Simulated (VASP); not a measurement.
Given:

```
CELL_PARAMETERS angstrom
      4.76104     0.00000     0.00000
      0.00000     4.76104     0.00000
      0.00000     0.00000     3.12517
ATOMIC_POSITIONS crystal
  Mg 0.00000 0.00000 0.00000
  Mg 0.50000 0.50000 0.50000
  F  0.30386 0.30386 0.00000
  F  0.80386 0.19614 0.50000
  F  0.19614 0.80386 0.50000
  F  0.69614 0.69614 0.00000
```

Calculation: RPBE GGA, VASP's PBE PAW potentials (set 64) (plane waves; VASP 6.6.1). Settings: 520 eV cut-off, 5×5×8 Γ-centred mesh, tetrahedra with Blöchl corrections, potentials Mg F.

Q: Tabulate the total density of states (states/eV per cell) against energy (eV; zero at the valence-band maximum or, without a gap, the Fermi level).

A: 
```
E (eV) | DOS (states/eV)
    -9.94 |  0.00
    -9.10 |  0.00
    -8.26 |  0.00
    -7.42 |  0.00
    -6.58 |  0.00
    -5.74 |  0.00
    -4.90 |  0.00
    -4.18 |  0.00
    -3.34 | ###### 1.80
    -2.50 | ###################### 6.28
    -1.66 | ############################## 8.70
    -0.82 | #################### 5.82
     0.02 |  0.05
     0.86 |  0.00
     1.70 |  0.00
     2.54 |  0.00
     3.38 |  0.00
     4.22 |  0.00
     4.94 |  0.00
     5.78 |  0.00
     6.62 |  0.00
     7.46 | # 0.16
     8.30 | # 0.32
     9.14 | ## 0.53
     9.98 | ## 0.60
```
Within 2 eV below the valence-band maximum the largest weight inside VASP's projection spheres is F p.

The compound is MgF2 in the rutile structure. It was relaxed first, which changed the volume by +9 %.
